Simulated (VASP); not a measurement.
# TePd (P6_3/mmc) in VASP: notebook

One crystal, TePd, is run at these levels: LDA+U; tasks: single point.

Program: VASP 6.6.1. These are calculated values, not measurements. Logs are shortened: lines on timing, memory, paths and dates and some standing lists are left out, and cuts for length are marked.

## 1. The crystal as given

Symmetry: P6_3/mmc, No. 194, hexagonal system. The conventional cell has a = 4.152 Å, b = 4.152 Å, c = 5.672 Å, α = 90.00°, β = 90.00°, γ = 120.00°. Te (site symmetry -6m2) has 6 Pd at 2.79 Å as nearest neighbours. Pd (site symmetry -3m) has 6 Te at 2.79 Å and 2 Pd at 2.84 Å as nearest neighbours.

## 2. Single point, LDA+U, collinear spin, typed start

INCAR

```
SYSTEM = TePd
  PREC = Accurate
  ENCUT = 520
  EDIFF = 1E-6
  ISMEAR = 0
  SIGMA = 0.05
  LREAL = .FALSE.
  LASPH = .TRUE.
  NELM = 150
  ALGO = Fast
  ISIF = 2
  LWAVE = .FALSE.
  LCHARG = .FALSE.
  ISPIN = 2
  MAGMOM = 0 0 2 2
  LORBIT = 11
  LMAXMIX = 4
  LDAU = .TRUE.
  LDAUTYPE = 2
  LDAUL = -1 2
  LDAUU = 0 6
  LDAUJ = 0 0
  LDAUPRINT = 1
  NBANDS = 28
```

KPOINTS

```
regular mesh
0
G
  5 5 4
  0 0 0
```

POSCAR

```
TePd
1.0
    4.1520974300      0.0000000000      0.0000000000
   -2.0760487100      3.5958218500      0.0000000000
    0.0000000000      0.0000000000      5.6718989000
Te Pd
2 2
Direct
    0.3333333333      0.6666666667      0.2500000000
    0.6666666667      0.3333333333      0.7500000000
    0.0000000000      0.0000000000      0.0000000000
    0.0000000000      0.0000000000      0.5000000000
```

Potentials or basis: VASP PAW LDA potentials, release 64 (Te, Pd).

The run is started by

```
> cat potpaw_LDA.64/Te/POTCAR potpaw_LDA.64/Pd/POTCAR > POTCAR
> mpirun -np 1 vasp_std > vasp.out
```

OUTCAR:

```text
SYSTEM = TePd
   PREC = Accurate
   ENCUT = 520
   EDIFF = 1E-6
   ISMEAR = 0
   LREAL = .FALSE.
   LASPH = .TRUE.
   NELM = 150
   ISIF = 2
   ISPIN = 2
   LORBIT = 11

 ion  position               nearest neighbor table
   1  0.333  0.667  0.250-   3 2.79   4 2.79   3 2.79   4 2.79   3 2.79   4 2.79
   2  0.667  0.333  0.750-   3 2.79   4 2.79   3 2.79   4 2.79   3 2.79   4 2.79
   3  0.000  0.000  0.000-   1 2.79   2 2.79   1 2.79   2 2.79   2 2.79   1 2.79   4 2.84   4 2.84

   4  0.000  0.000  0.500-   1 2.79   2 2.79   1 2.79   2 2.79   2 2.79   1 2.79   3 2.84   3 2.84

  LATTYP: Found a hexagonal cell.
 ALAT       =     4.1520974300
 C/A-ratio  =     1.3660322272

  Lattice vectors:

 A1 = (   4.1520974300,   0.0000000000,   0.0000000000)
 A2 = (  -2.0760487100,   3.5958218500,   0.0000000000)
 A3 = (   0.0000000000,   0.0000000000,   5.6718989000)

Analysis of symmetry for initial positions (statically):
=====================================================================
 Subroutine PRICEL returns:
 Original cell was already a primitive cell.

 Routine SETGRP: Setting up the symmetry group for a
 hexagonal supercell.

 Subroutine GETGRP returns: Found 24 space group operations
 (whereof 12 operations were pure point group operations)
 out of a pool of 24 trial point group operations.

The static configuration has the point symmetry D_3d.
 The point group associated with its full space group is D_6h.

Analysis of symmetry for dynamics (positions and initial velocities):
=====================================================================
 Subroutine PRICEL returns:
 Original cell was already a primitive cell.

 Routine SETGRP: Setting up the symmetry group for a
 hexagonal supercell.

 Subroutine GETGRP returns: Found 24 space group operations
 (whereof 12 operations were pure point group operations)
 out of a pool of 24 trial point group operations.

The dynamic configuration has the point symmetry D_3d.
 The point group associated with its full space group is D_6h.

Analysis of structural, dynamic, and magnetic symmetry:
=====================================================================
 Subroutine PRICEL returns:
 Original cell was already a primitive cell.

 Routine SETGRP: Setting up the symmetry group for a
 hexagonal supercell.

 Subroutine GETGRP returns: Found 24 space group operations
 (whereof 12 operations were pure point group operations)
 out of a pool of 24 trial point group operations.

The overall configuration has the point symmetry D_3d.
 The point group associated with its full space group is D_6h.

 Subroutine INISYM returns: Found 24 space group operations
 (whereof 12 operations are pure point group operations),
 and found     1 'primitive' translations

----------------------------------------------------------------------------------------

                                     Primitive cell

  volume of cell :      84.6826

  direct lattice vectors                    reciprocal lattice vectors
     4.152097430  0.000000000  0.000000000     0.240842133  0.139050270  0.000000000
    -2.076048710  3.595821850  0.000000000     0.000000000  0.278100540  0.000000000
     0.000000000  0.000000000  5.671898900     0.000000000  0.000000000  0.176307797

  length of vectors
     4.152097430  4.152097425  5.671898900     0.278100540  0.278100540  0.176307797

  position of ions in fractional coordinates (direct lattice)
     0.333333333  0.666666667  0.250000000
     0.666666667  0.333333333  0.750000000
     0.000000000  0.000000000  0.000000000
     0.000000000  0.000000000  0.500000000

  ion indices of the primitive-cell ions
   primitive index   ion index
                 1           1
                 2           2
                 3           3
                 4           4

----------------------------------------------------------------------------------------

 KPOINTS: regular mesh

Automatic generation of k-mesh.
 Grid dimensions read from file:
 generate k-points for:    5    5    4

 Generating k-lattice:

  Cartesian coordinates                     Fractional coordinates (reciprocal lattice)
     0.048168427  0.027810054  0.000000000     0.200000000  0.000000000  0.000000000
     0.000000000  0.055620108  0.000000000     0.000000000  0.200000000  0.000000000
     0.000000000  0.000000000  0.044076949     0.000000000  0.000000000  0.250000000

  Length of vectors
[... 88 lines left out ...]

 number of electron      31.9999995 magnetization      -0.0002546

atom =   3  type =  2  l = 2

 onsite density matrix

spin component  1

  0.9344 -0.0000 -0.0000  0.0346 -0.0000
 -0.0000  0.9280 -0.0000  0.0000  0.0346
 -0.0000 -0.0000  0.9627 -0.0000 -0.0000
  0.0346  0.0000 -0.0000  0.9280  0.0000
 -0.0000  0.0346 -0.0000  0.0000  0.9344

spin component  2

  0.9344 -0.0000 -0.0000  0.0346 -0.0000
 -0.0000  0.9279 -0.0000  0.0000  0.0346
 -0.0000 -0.0000  0.9627 -0.0000 -0.0000
  0.0346  0.0000 -0.0000  0.9279  0.0000
 -0.0000  0.0346 -0.0000  0.0000  0.9344

 occupancies and eigenvectors

  o =  0.8964  v =  0.0000  0.0000  0.0000  0.0000  0.0000  0.3163  0.6526 -0.0000 -0.3473 -0.5945      0.0000  0.0000  0.0000  0.0000  0.0000  0.0000  0.0000  0.0000  0.0000  0.0000
  o =  0.8964  v =  0.0000  0.0000  0.0000  0.0000  0.0000 -0.5945  0.3473 -0.0000  0.6526 -0.3163      0.0000  0.0000  0.0000  0.0000  0.0000  0.0000  0.0000  0.0000  0.0000  0.0000
  o =  0.8965  v =  0.3163  0.6527 -0.0000 -0.3473 -0.5944  0.0000  0.0000  0.0000  0.0000  0.0000      0.0000  0.0000  0.0000  0.0000  0.0000  0.0000  0.0000  0.0000  0.0000  0.0000
  o =  0.8965  v = -0.5944  0.3473 -0.0000  0.6527 -0.3163  0.0000  0.0000  0.0000  0.0000  0.0000      0.0000  0.0000  0.0000  0.0000  0.0000  0.0000  0.0000  0.0000  0.0000  0.0000
  o =  0.9627  v =  0.0000  0.0000  0.0000  0.0000  0.0000 -0.0000 -0.0000 -1.0000 -0.0000 -0.0000      0.0000  0.0000  0.0000  0.0000  0.0000  0.0000  0.0000  0.0000  0.0000  0.0000
  o =  0.9627  v = -0.0000 -0.0000 -1.0000 -0.0000 -0.0000  0.0000  0.0000  0.0000  0.0000  0.0000      0.0000  0.0000  0.0000  0.0000  0.0000  0.0000  0.0000  0.0000  0.0000  0.0000
  o =  0.9659  v =  0.0000  0.0000  0.0000  0.0000  0.0000  0.3473 -0.5945  0.0000  0.3163 -0.6526      0.0000  0.0000  0.0000  0.0000  0.0000  0.0000  0.0000  0.0000  0.0000  0.0000
  o =  0.9659  v =  0.0000  0.0000  0.0000  0.0000  0.0000  0.6526  0.3163 -0.0000  0.5945  0.3473      0.0000  0.0000  0.0000  0.0000  0.0000  0.0000  0.0000  0.0000  0.0000  0.0000
  o =  0.9659  v =  0.3473 -0.5944  0.0000  0.3163 -0.6527  0.0000  0.0000  0.0000  0.0000  0.0000      0.0000  0.0000  0.0000  0.0000  0.0000  0.0000  0.0000  0.0000  0.0000  0.0000
  o =  0.9659  v =  0.6527  0.3163 -0.0000  0.5944  0.3473  0.0000  0.0000  0.0000  0.0000  0.0000      0.0000  0.0000  0.0000  0.0000  0.0000  0.0000  0.0000  0.0000  0.0000  0.0000

atom =   4  type =  2  l = 2

 onsite density matrix

spin component  1

  0.9344  0.0000 -0.0000 -0.0346 -0.0000
  0.0000  0.9280  0.0000  0.0000 -0.0346
 -0.0000  0.0000  0.9627  0.0000 -0.0000
 -0.0346  0.0000  0.0000  0.9280 -0.0000
 -0.0000 -0.0346 -0.0000 -0.0000  0.9344

spin component  2

  0.9344  0.0000 -0.0000 -0.0346 -0.0000
  0.0000  0.9279  0.0000  0.0000 -0.0346
 -0.0000  0.0000  0.9627  0.0000 -0.0000
 -0.0346  0.0000  0.0000  0.9279 -0.0000
 -0.0000 -0.0346 -0.0000 -0.0000  0.9344

 occupancies and eigenvectors

  o =  0.8964  v =  0.0000  0.0000  0.0000  0.0000  0.0000  0.3163 -0.6526 -0.0000  0.3473 -0.5945      0.0000  0.0000  0.0000  0.0000  0.0000  0.0000  0.0000  0.0000  0.0000  0.0000
  o =  0.8964  v =  0.0000  0.0000  0.0000  0.0000  0.0000 -0.5945 -0.3473 -0.0000 -0.6526 -0.3163      0.0000  0.0000  0.0000  0.0000  0.0000  0.0000  0.0000  0.0000  0.0000  0.0000
  o =  0.8965  v =  0.3163 -0.6527 -0.0000  0.3473 -0.5944  0.0000  0.0000  0.0000  0.0000  0.0000      0.0000  0.0000  0.0000  0.0000  0.0000  0.0000  0.0000  0.0000  0.0000  0.0000
  o =  0.8965  v = -0.5944 -0.3473 -0.0000 -0.6527 -0.3163  0.0000  0.0000  0.0000  0.0000  0.0000      0.0000  0.0000  0.0000  0.0000  0.0000  0.0000  0.0000  0.0000  0.0000  0.0000
  o =  0.9627  v =  0.0000  0.0000  0.0000  0.0000  0.0000 -0.0000  0.0000 -1.0000  0.0000 -0.0000      0.0000  0.0000  0.0000  0.0000  0.0000  0.0000  0.0000  0.0000  0.0000  0.0000
  o =  0.9627  v = -0.0000  0.0000 -1.0000  0.0000 -0.0000  0.0000  0.0000  0.0000  0.0000  0.0000      0.0000  0.0000  0.0000  0.0000  0.0000  0.0000  0.0000  0.0000  0.0000  0.0000
  o =  0.9659  v =  0.0000  0.0000  0.0000  0.0000  0.0000  0.3473  0.5945  0.0000 -0.3163 -0.6526      0.0000  0.0000  0.0000  0.0000  0.0000  0.0000  0.0000  0.0000  0.0000  0.0000
  o =  0.9659  v =  0.0000  0.0000  0.0000  0.0000  0.0000  0.6526 -0.3163 -0.0000 -0.5945  0.3473      0.0000  0.0000  0.0000  0.0000  0.0000  0.0000  0.0000  0.0000  0.0000  0.0000
  o =  0.9659  v =  0.3473  0.5944  0.0000 -0.3163 -0.6527  0.0000  0.0000  0.0000  0.0000  0.0000      0.0000  0.0000  0.0000  0.0000  0.0000  0.0000  0.0000  0.0000  0.0000  0.0000
  o =  0.9659  v =  0.6527 -0.3163 -0.0000 -0.5944  0.3473  0.0000  0.0000  0.0000  0.0000  0.0000      0.0000  0.0000  0.0000  0.0000  0.0000  0.0000  0.0000  0.0000  0.0000  0.0000

 number of electron      31.9999995 magnetization       0.0001978

 Free energy of the ion-electron system (eV)
  ---------------------------------------------------
  ext. energy  EPLUGINS =         0.00000000
  ---------------------------------------------------
  free energy    TOTEN  =       -16.68129158 eV

  energy without entropy =      -16.67822575  energy(sigma->0) =      -16.67975866

 E-fermi :   8.4145     XC(G=0): -11.3120

 val. band max:        8.3878229501   @ k =   0.0000   0.0000   0.2500
 cond. band min:       8.5259076836   @ k =   0.4000   0.2000   0.2500
 fundamental gap:      0.1380847335
 Fermi energy:         8.4145106042

 spin component 1

 k-point     1 :       0.0000    0.0000    0.0000
  band No.  band energies     occupation
      1      -4.6514      1.00000
      2      -2.3616      1.00000
      3       2.0438      1.00000
      4       2.4420      1.00000
      5       2.4420      1.00000
      6       2.7859      1.00000
[... 454 lines left out ...]
     27      19.1896      0.00000
     28      19.1896      0.00000
 Fermi energy:         8.4145106042

 spin component 2

 k-point     1 :       0.0000    0.0000    0.0000
  band No.  band energies     occupation
      1      -4.6513      1.00000
      2      -2.3615      1.00000
      3       2.0439      1.00000
      4       2.4421      1.00000
      5       2.4421      1.00000
      6       2.7859      1.00000
[... 454 lines left out ...]
     27      19.1897      0.00000
     28      19.1897      0.00000

------------------------ aborting loop because EDIFF is reached ----------------------------------------

  FORCE on cell =-STRESS in cart. coord.  units (eV):
  Direction    XX          YY          ZZ          XY          YZ          ZX
  --------------------------------------------------------------------------------------
  -------------------------------------------------------------------------------------
  Total       -5.1674941     -5.1674941     -5.8278808     -0.0000000     -0.0000000      0.0000000
  in kB      -97.7679235    -97.7679234   -110.2623027     -0.0000001     -0.0000000      0.0000000
  external PRESSURE =    -101.9327165 kB  Pullay stress =       0.0000000 kB

 VOLUME and BASIS-vectors are now :
 -----------------------------------------------------------------------------
  energy-cutoff  :      520.00
  volume of cell :       84.68
      direct lattice vectors                 reciprocal lattice vectors
     4.152097430  0.000000000  0.000000000     0.240842133  0.139050270  0.000000000
    -2.076048710  3.595821850  0.000000000     0.000000000  0.278100540  0.000000000
     0.000000000  0.000000000  5.671898900     0.000000000  0.000000000  0.176307797

 POSITION                                       TOTAL-FORCE (eV/Angst)
 -----------------------------------------------------------------------------------
      0.00000      2.39721      1.41797         0.000000     -0.000000      0.000000
      2.07605      1.19861      4.25392        -0.000000      0.000000      0.000000
      0.00000      0.00000      0.00000         0.000000      0.000000      0.000000
      0.00000      0.00000      2.83595         0.000000      0.000000      0.000000
 -----------------------------------------------------------------------------------
    total drift:                                0.000000     -0.000000      0.000000

  FREE ENERGIE OF THE ION-ELECTRON SYSTEM (eV)
  ---------------------------------------------------
  free  energy   TOTEN  =       -16.6812915813 eV

  energy  without entropy=      -16.6782257457  energy(sigma->0) =      -16.67975866

 total charge

# of ion       s       p       d       tot
------------------------------------------
    1        1.405   1.796   0.067   3.268
    2        1.405   1.796   0.067   3.268
    3        0.383   0.413   9.305  10.101
    4        0.383   0.413   9.305  10.101
--------------------------------------------------
tot          3.576   4.418  18.744  26.738

 magnetization (x)

# of ion       s       p       d       tot
------------------------------------------
    1        0.000   0.000   0.000   0.000
    2        0.000   0.000   0.000   0.000
    3        0.000   0.000   0.000   0.000
    4        0.000   0.000   0.000   0.000
--------------------------------------------------
tot          0.000   0.000   0.000   0.000
```

Run time: 44 s. Hardware: 1 thread of Intel Xeon Platinum 8488C (Sapphire Rapids), shared host; peak memory 0.2 GiB.

What came out:

```
Free energy                                           : -16.6813 eV
Pressure                                              : -10.2 GPa
Band gap on the k mesh                                : none (metal or under the smearing width)
Net moment                                            : 0.00 μB per cell
Valence electrons inside the program's atomic spheres : Te 3.27; Pd 10.10
```

Levels at points of the mesh, in eV from the Fermi level:
Spin up:
```
           k point  band 14  band 15  band 16  band 17  band 18  band 19
(0.00, 0.00, 0.00)    -0.60    -0.60     0.81     1.60     1.60     2.93
(0.00, 0.00, 0.50)    -1.82     0.88     0.88     0.88     0.88     4.84
```
Spin down:
| k point | band 14 | band 15 | band 16 | band 17 | band 18 | band 19 |
| --- | --- | --- | --- | --- | --- | --- |
| (0.00, 0.00, 0.00) | -0.60 | -0.60 | 0.81 | 1.60 | 1.60 | 2.93 |
| (0.00, 0.00, 0.50) | -1.82 | 0.88 | 0.88 | 0.88 | 0.88 | 4.84 |

Eigenvalues of the final occupation matrices:
| site | spin | trace | eigenvalues |
| --- | --- | --- | --- |
| site 3 d | 1 | 4.69 | 0.90 0.90 0.96 0.97 0.97 |
| site 3 d | 2 | 4.69 | 0.90 0.90 0.96 0.97 0.97 |
| site 4 d | 1 | 4.69 | 0.90 0.90 0.96 0.97 0.97 |
| site 4 d | 2 | 4.69 | 0.90 0.90 0.96 0.97 0.97 |

Caveat: the U is typed as a test and isn't derived for this compound. The run has no spin-orbit coupling, so splittings on Te are missing.

## 3. Single point, LDA+U, collinear spin, typed start

INCAR

```
PREC = Accurate
ENCUT = 520
EDIFF = 1E-6
ISMEAR = 0
SIGMA = 0.05
LREAL = False
LASPH = True
NELM = 150
ALGO = Fast
ISIF = 2
LWAVE = False
LCHARG = True
ISPIN = 2
MAGMOM = 0 0 0.5 0.5
LORBIT = 11
NUPDOWN = 1.0
LMAXMIX = 4
LDAU = True
LDAUTYPE = 2
LDAUL = -1 2
LDAUU = 0 6
LDAUJ = 0 0
LDAUPRINT = 1
LELF = True
LVHAR = True
NBANDS = 28
```

KPOINTS

```
Automatic mesh
0
Gamma
  5 5 4
```

POSCAR is that of step 2.

Potentials or basis: VASP PAW LDA potentials, release 64 (Te, Pd).

The run is started by

```
> cat potpaw_LDA.64/Te/POTCAR potpaw_LDA.64/Pd/POTCAR > POTCAR
> mpirun -np 1 vasp_std > vasp.out
```

Run time: 38 s. Hardware: 1 thread of Intel Xeon Platinum 8488C (Sapphire Rapids), shared host; peak memory 0.2 GiB.

It converged, with:

```yaml
Free_energy: -16.5314 eV
Pressure: -9.4 GPa
Net_moment: 1.00 μB per cell
Site_moments: Te +0.18; Pd +0.22 μB
Valence_electrons_inside_the_program's_atomic_spheres: Te 3.27; Pd 10.10
```

Stress tensor (GPa, compression positive):
```
-9.06  0.00  0.00
 0.00 -9.06  0.00
 0.00  0.00 -9.98
```

Eigenvalues of the final occupation matrices:
| site | spin | trace | eigenvalues |
| --- | --- | --- | --- |
| site 3 d | 1 | 4.78 | 0.94 0.94 0.97 0.97 0.97 |
| site 3 d | 2 | 4.60 | 0.86 0.86 0.95 0.96 0.96 |
| site 4 d | 1 | 4.78 | 0.94 0.94 0.97 0.97 0.97 |
| site 4 d | 2 | 4.60 | 0.86 0.86 0.95 0.96 0.96 |

Caveat: the total moment is fixed, so each spin has its own Fermi level; the U is typed as a test and isn't derived for this compound. The state reached can hang on the start; a lower one may exist.
